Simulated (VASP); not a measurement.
Level of theory: PBE GGA, VASP's PBE PAW potentials (set 64) (plane waves; VASP).

Input for VASP

### KPOINTS
```
kpoints
0
Gamma
 8 8 10
```

**POSCAR**
```
WSi2
1
   -1.6531500000     1.6531500000     4.0324500000
    1.6531500000    -1.6531500000     4.0324500000
    1.6531500000     1.6531500000    -4.0324500000
Si W
2 1
Direct
  0.6682920000   0.6836890000   0.0362950000
  0.3293890000   0.3065050000  -0.0588900000
  0.0023190000   0.0098070000   0.0225950000
```

### INCAR
```
SYSTEM = WSi2
PREC = Accurate
ENCUT = 300
EDIFF = 1E-6
NELM = 100
ALGO = Normal
LREAL = .FALSE.
LASPH = .TRUE.
ISMEAR = 1
SIGMA = 0.1
GGA = PE
LMAXMIX = 6
LWAVE = .FALSE.
LCHARG = .FALSE.
ISIF = 2
```

POTCAR, in this order: Si W_sv (PBE.64 set). Program: vasp_std.

The run wrote:

OSZICAR:
```
       N       E                     dE             d eps       ncg     rms          rms(c)
DAV:   1     0.870103301427E+02    0.87010E+02   -0.82049E+03  9816   0.993E+02
DAV:   2    -0.227073775325E+02   -0.10972E+03   -0.10825E+03 11722   0.273E+02
DAV:   3    -0.253232977565E+02   -0.26159E+01   -0.25681E+01 12821   0.403E+01
DAV:   4    -0.253425957880E+02   -0.19298E-01   -0.19287E-01 11267   0.390E+00
DAV:   5    -0.253428360250E+02   -0.24024E-03   -0.24023E-03 12906   0.416E-01    0.224E+01
DAV:   6    -0.245150710396E+02    0.82776E+00   -0.56163E+00 11813   0.165E+01    0.705E+00
DAV:   7    -0.244229933109E+02    0.92078E-01   -0.48079E-01 11211   0.393E+00    0.435E+00
DAV:   8    -0.243967299304E+02    0.26263E-01   -0.74107E-02 12842   0.228E+00    0.324E-01
DAV:   9    -0.243962131046E+02    0.51683E-03   -0.21352E-03 11309   0.380E-01    0.192E-01
DAV:  10    -0.243961315414E+02    0.81563E-04   -0.45008E-04 12436   0.191E-01    0.468E-02
DAV:  11    -0.243961274784E+02    0.40630E-05   -0.49976E-05 12114   0.562E-02    0.187E-02
DAV:  12    -0.243961278318E+02   -0.35336E-06   -0.34566E-06 11052   0.139E-02
   1 F= -.24396128E+02 E0= -.24396188E+02  d E =0.180931E-03
```

**OUTCAR**
```
------------------------ aborting loop because EDIFF is reached ----------------------------------------
  FORCE on cell =-STRESS in cart. coord.  units (eV):
  Direction    XX          YY          ZZ          XY          YZ          ZX
  --------------------------------------------------------------------------------------
  Total       -2.6825896     -2.4238692     -2.5297230      0.5890030     -0.3447497     -0.6730863
  in kB      -97.5015040    -88.0980420    -91.9454101     21.4079242    -12.5302874    -24.4640218
  external PRESSURE =     -92.5149854 kB  Pullay stress =       0.0000000 kB
  volume of cell :       44.08
      direct lattice vectors                 reciprocal lattice vectors
    -1.653150000  1.653150000  4.032450000     0.000000000  0.302452893  0.123994098
     1.653150000 -1.653150000  4.032450000     0.302452893  0.000000000  0.123994098
     1.653150000  1.653150000 -4.032450000     0.302452893  0.302452893  0.000000000
 POSITION                                       TOTAL-FORCE (eV/Angst)
 -----------------------------------------------------------------------------------
      0.08545      0.03455      5.30544        -0.518335     -0.218135      0.782138
      1.51797      1.59363     -1.23077         1.414618      0.713649     -1.678098
      0.04973      0.02497     -0.04222        -0.896283     -0.495514      0.895960
 -----------------------------------------------------------------------------------
    total drift:                                0.000090      0.000041      0.000059
  FREE ENERGIE OF THE ION-ELECTRON SYSTEM (eV)
  ---------------------------------------------------
  free  energy   TOTEN  =       -24.3961278318 eV

  energy  without entropy=      -24.3963087623  energy(sigma->0) =      -24.39618814
```
(Selected blocks of OUTCAR.)

At this cut-off the stress carries a Pulay error, which pulls relaxed volumes low.

The structure is a typed WSi2 crystal. The cell was not relaxed at this level, atoms are displaced from their ideal sites.
